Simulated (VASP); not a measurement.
Here is a VASP 6.6.1 calculation.

INCAR

```
SYSTEM = Be3B2Se
PREC     = Accurate       ! precision mode
ENCUT    = 520            ! plane-wave cutoff, eV
EDIFF    = 1E-6           ! SCF threshold, eV
ISMEAR   = 0              ! smearing method
SIGMA    = 0.1            ! smearing width, eV
LREAL    = .FALSE.        ! projectors in reciprocal space
LASPH    = .TRUE.         ! aspherical terms in the spheres
NELM     = 100            ! most SCF steps
ALGO     = Normal         ! electronic algorithm
ISIF     = 2              ! what is computed and relaxed
LWAVE    = .FALSE.        ! write WAVECAR
LCHARG   = .FALSE.        ! write CHGCAR
GGA      = PE             ! functional
NBANDS   = 18             ! bands
```

The input KPOINTS:

```
Automatic mesh
0
G
  6 6 4
  0 0 0
```

The input POSCAR:

```
Be3B2Se
1.0
    3.7932465200      0.0000000000      0.0000000000
   -1.8966232600      3.2850478500      0.0000000000
    0.0000000000      0.0000000000      5.3734472300
Be B Se
3 2 1
Direct
    0.3333333300      0.6666666700      0.5000000000
    0.6666666700      0.3333333300      0.5000000000
    0.0000000000      0.0000000000      0.5000000000
    0.3333333300      0.6666666700      0.0000000000
    0.6666666700      0.3333333300      0.0000000000
    0.0000000000      0.0000000000      0.0000000000
```

Potentials or basis: VASP PAW PBE potentials, release 64 (Be, B, Se).

Command:

```bash
$ cat potpaw_PBE.64/Be/POTCAR potpaw_PBE.64/B/POTCAR potpaw_PBE.64/Se/POTCAR > POTCAR
$ mpirun -np 1 vasp_std > vasp.out
```

(1) Estimate the pressure.

(2) Estimate the band gap on the k mesh.

Answers

(1) 1.8 GPa.

(2) none (metal or under the smearing width).
